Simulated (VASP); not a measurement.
Data:

```xyz
3
Lattice="1.8286 -3.1673 0.0000 1.8286 3.1673 0.0000 0.0000 0.0000 4.9639" Properties=species:S:1:pos:R:3 pbc="T T T"
Pt     0.0000     0.0000     0.0000
S      1.8286     1.0558     1.2449
S      1.8286    -1.0558     3.7190
```

Method: rev-vdW-DF2, VASP's PBE PAW potentials (set 64) (plane waves; VASP). Settings: 520 eV cut-off, 7×7×5 Γ-centred mesh, Gaussian smearing of 0.050 eV, potentials Pt S.

The ions and cell shape at fixed volume are relaxed. Predict the relaxed structure.

```xyz
3
Lattice="1.7914 -3.1028 0.0000 1.7914 3.1028 0.0000 0.0000 0.0000 5.1722" Properties=species:S:1:pos:R:3 pbc="T T T"
Pt     1.7914     3.1028     5.1722
S      1.7914     1.0343     1.2289
S      1.7914    -1.0343     3.9434
```
Space group P-3m1 (164), at a tolerance of 0.03 Å.

How much energy does the relaxation gain?

The energy (σ→0) changes by -20.8 meV/atom, in 6 ionic steps.

The compound is PtS2 in the 1T layered structure. This cell is one point of a volume scan, at 1.06 of the reference volume. Symmetry was kept, so distortions that lower it aren't found.
